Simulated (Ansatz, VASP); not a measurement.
# LaCuTe2: VASP beside Ansatz, part 2 of 2

One calculation is typed for both programs; each brings its own data sets and cutoff. How far apart do they land? The cell is invented: As first built, before any earlier steps moved the atoms (in the runner's words): it takes the LuCuTe2 structure with some of its atoms replaced by other elements, volume scaled by an estimate. It may not be a known or stable phase. The cell is taken from a series of VASP runs on this material, whose earlier steps may have relaxed, scaled or displaced it; both programs get it as it stands.

VASP 6.6.1 and Ansatz 0.2.0.

So far: The structure; Ansatz: relaxation of cell and atoms, PBE; VASP: relaxation of cell and atoms, PBE.

**3. VASP: relaxation of cell and atoms, PBE (continued)**

Level of this step: PBE, no spin polarisation; plane waves and PAW (La, Te, Cu); invented cell (VASP).

Numbers of over 12 decimals in the logs are rounded to 6 here.

Parts of OUTCAR (step 3):

```text
ion  position               nearest neighbor table
   1  0.000  0.000  0.000-   2 3.22   3 3.22   2 3.22   3 3.22   3 3.22   2 3.22
   2  0.333  0.667  0.288-   4 2.92   4 2.92   4 2.92   1 3.22   1 3.22   1 3.22
   3  0.667  0.333  0.712-   4 2.92   4 2.92   4 2.92   1 3.22   1 3.22   1 3.22
   4  0.000  0.000  0.500-   2 2.92   3 2.92   2 2.92   3 2.92   3 2.92   2 2.92

  LATTYP: Found a hexagonal cell.
 ALAT       =     4.3689047468
 C/A-ratio  =     1.5933640826

 Subroutine GETGRP returns: Found 12 space group operations
 (whereof 12 operations were pure point group operations)

The static configuration has the point symmetry D_3d.

 Found     24 irreducible k-points:

   k-points           NKPTS =     24   k-points in BZ     NKDIM =     24   number of bands    NBANDS=     23

   dimension x,y,z NGX =    28 NGY =   28 NGZ =   48
   dimension x,y,z NGXF=    56 NGYF=   56 NGZF=   96

   ENCUT  =  400.0 eV  29.40 Ry    5.42 a.u.   7.12  7.12 11.35*2*pi/ulx,y,z

   NELECT =      34.0000    total number of electrons

 k-points in reciprocal lattice and weights: Automatic mesh
   0.00000000  0.00000000  0.00000000       0.007
   0.16666667 -0.00000000  0.00000000       0.042
   0.33333333  0.00000000  0.00000000       0.042
   0.50000000  0.00000000  0.00000000       0.021
   0.16666667  0.16666667  0.00000000       0.042
   0.33333333  0.16666667  0.00000000       0.083
   0.33333333  0.33333333  0.00000000       0.014
   0.00000000  0.00000000  0.25000000       0.014
   0.16666667 -0.00000000  0.25000000       0.042
[...]
0.33333333  0.16666667  0.50000000       0.083
   0.33333333  0.33333333  0.50000000       0.014

 average (electrostatic) potential at core
       1 -97.4916       2 -87.3381       3 -87.3381       4 -63.8391

 E-fermi :   6.7549

 k-point     1 :       0.0000    0.0000    0.0000
  band No.  band energies     occupation
    ...
     13       5.7360      2.00000
     14       5.7360      2.00000
     15       5.8798      2.00000
     16       5.8798      2.00000
     17       6.1548      1.99999
     18       8.4369      0.00000
     19       8.5083      0.00000
     20       8.7054      0.00000
     21       8.7057      0.00000
     22       8.7187      0.00000
    ...

 k-point     2 :       0.1667   -0.0000    0.0000
  band No.  band energies     occupation
    ...
     13       4.9666      2.00000
     14       5.1511      2.00000
     15       5.4991      2.00000
     16       5.9232      2.00000
     17       6.3709      1.99908
     18       7.8843      0.00000
     19       8.3942      0.00000
     20       8.5687      0.00000
     21       8.6773      0.00000
     22       8.7264      0.00000
    ...

 k-point     3 :       0.3333    0.0000    0.0000
  band No.  band energies     occupation
    ...
     13       4.5821      2.00000
     14       4.9338      2.00000
     15       5.0924      2.00000
     16       5.8212      2.00000
     17       5.9053      2.00000
     18       7.1962      0.00029
     19       8.4464      0.00000
     20       8.5961      0.00000
     21       8.6927      0.00000
     22       8.7719      0.00000
    ...

  Total       -0.0210559     -0.0210559      0.0260367     -0.0000000      0.0000000      0.0000000
  in kB       -0.2944936     -0.2944936      0.3641564     -0.0000000      0.0000000      0.0000000
  external PRESSURE =      -0.0749436 kB  Pullay stress =       0.0000000 kB

  energy-cutoff  :      400.00
  volume of cell :      114.55
      direct lattice vectors                 reciprocal lattice vectors
     4.360252300  0.000000003 -0.000000000     0.229344527  0.132412095  0.000000000
    -2.180125644  3.776089219  0.000000000    -0.000000000  0.264824251 -0.000000000
    -0.000000000  0.000000000  6.957525892     0.000000000 -0.000000000  0.143729253

 POSITION                                       TOTAL-FORCE (eV/Angst)
 -----------------------------------------------------------------------------------
     -0.00000      0.00000      6.95753        -0.000000     -0.000000      0.000000
      0.00000      2.51739      2.00435        -0.000000      0.000000      0.002320
      2.18013      1.25870      4.95317         0.000000     -0.000000     -0.002320
     -0.00000      0.00000      3.47876        -0.000000      0.000000      0.000000
 -----------------------------------------------------------------------------------
    total drift:                               -0.000000     -0.000000      0.000000

  FREE ENERGIE OF THE ION-ELECTRON SYSTEM (eV)
  ---------------------------------------------------
  free  energy   TOTEN  =       -18.3331955518 eV

  energy  without entropy=      -18.3322774649  energy(sigma->0) =      -18.33273651

 reached required accuracy - stopping structural energy minimisation

 total charge
# of ion       s       p       d       f       tot
--------------------------------------------------
    1        2.015   5.655   0.677   0.158   8.504
    2        1.358   2.040   0.028   0.000   3.426
    3        1.358   2.040   0.028   0.000   3.426
    4        0.304   0.207   9.279   0.000   9.790
--------------------------------------------------
tot          5.034   9.942  10.012   0.158  25.146

[... 3 further parts left out ...]
```

CONTCAR:

```
LaCuTe2
   1.00000000000000
     4.3602522996295443    0.0000000032219748   -0.0000000000000000
    -2.1801256439333012    3.7760892193580342    0.0000000000000000
    -0.0000000000000000    0.0000000000000000    6.9575258921079826
  La              Te              Cu
     1     2     1
Direct
     0.0000000000000000    0.0000000000000000    1.0000000000000000
     0.3333333300000021    0.6666666699999979    0.2880843361235986
     0.6666666699999979    0.3333333300000021    0.7119156638764014
     0.0000000000000000    0.0000000000000000    0.5000000000000000
```

This run has no spin polarisation, so a moment on Cu, if there is one, isn't seen.

**4. Differences**

Known differences besides the potentials themselves: both relaxations stop at a tolerance, which leaves soft axes loose, and VASP keeps its plane-wave basis; the data sets hold 62 valence electrons in Ansatz (default PAW (the set named soft_2) files) and 34 in VASP; the cutoff is 420 eV in Ansatz and 400 eV in VASP; VASP leaves aspherical gradient terms in its spheres out (LASPH is not set), Ansatz keeps them; Ansatz adds a Pulay correction to the stress that steers its cell, VASP none. Total energies have different zeros and are not compared.

The two programs side by side:

```tsv
quantity	Ansatz	VASP	difference
volume (Å³)	114.65	114.55	+0.08 %
edge a after relaxation, in the typed setting (Å)	4.360	4.360	-0.01 %
edge c after relaxation, in the typed setting (Å)	6.964	6.957	+0.09 %
```

The walks stopped with 0.02 GPa left in Ansatz and -0.01 GPa in VASP; each walk ends within a tolerance, so the volume difference is uncertain by about these residues over the bulk modulus, most in soft cells.

**5. Outcome**

| Item | Value |
| --- | --- |
| difference in edge c after relaxation, in the typed setting (relaxation of cell and atoms, PBE) | 0.092 % |

In words: The difference in edge c after relaxation, in the typed setting is 0.092 % (relaxation of cell and atoms, PBE), within the 1.2 % picked in this series as the mark of a large difference, as far as the stopping tolerances let one tell. How closely two codes agree says nothing of how well the functional describes the real material.

[Lines on the potential files, build, host, timing and source positions are cut from VASP's logs without a mark.]

[Logs are printed without paths, hosts, clocks, repeated set-up lines and the standing remarks that a program may print on its own settings, such as how far it seeks lower states.]

[Hosts, paths, dates, database ids (printed as entryN), source tags and the programs' standing remarks are cut or masked in the printed files.]
